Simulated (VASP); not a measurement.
Relaxed, unreconstructed slabs of NaI (rock salt). Computed with r2SCAN meta-GGA, VASP's PBE PAW potentials (set 64) (plane waves; VASP).

Slab and bulk use different k-meshes, so the surface energy is good to a few per cent at best.

Question: Order the faces (100) [8 atoms], (110) [8 atoms] by surface energy, lowest first.

Answer: (100) [8 atoms] (0.12 J/m²), (110) [8 atoms] (0.24 J/m²)

Runs of the series that failed, ran out of time, didn't relax or are held back are left out, and each face is given by its thickest slab.

The cell is a thin slab with vacuum, built from NaI (rock salt).
